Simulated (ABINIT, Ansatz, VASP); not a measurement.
SiO: programs and potentials compared

```
Si O
1.0
     0.00000    2.43364    2.43364
     2.43364    0.00000    2.43364
     2.43364    2.43364    0.00000
Si O
1 1
Direct
  0.75482 0.74321 0.75572
  0.97081 0.99968 0.01271
```

The cell comes from a database or a generator and needn't be the stable form of this composition.

Atoms were shifted at random by some hundredths of an Å from the given cell, which wasn't relaxed again for these runs.

Alike in all runs: task single point; functional PBE; k mesh 9 × 9 × 9; occupations fermi-dirac, width 0.05 eV; no spin polarisation; no spin-orbit coupling. Pressure is positive in compression and, in plane waves, holds the error of the finite cutoff, which Ansatz's Pulay term estimates and takes out.

| program and potentials | plane-wave cutoff (eV) | notes | pressure (GPa) | largest force (eV/Å) | energy over the undisturbed cell (meV/atom) |
| --- | --- | --- | --- | --- | --- |
| VASP, PBE PAW files O, Si, 520 eV | 520 | - | 0.06 | 0.157 | - |
| ABINIT, JTH PAW PBE v2.0 | 626 | - | -0.25 | 0.163 | -4.05 |
| Ansatz, Ansatz PAW (earlier soft set) | 420 | - | ? | ? | ? |

**Question.** Estimate from the other rows what the run with Ansatz, Ansatz PAW (earlier soft set) gave.

**Answer.** Pressure 0.03 GPa; largest force 0.165 eV/Å; energy over the undisturbed cell -4.15 meV/atom. Its pressure holds a Pulay term of +0.22 GPa. The other rows, which needn't bracket it: pressure -0.25 to 0.06; largest force 0.157 to 0.163; energy over the undisturbed cell -4.05.
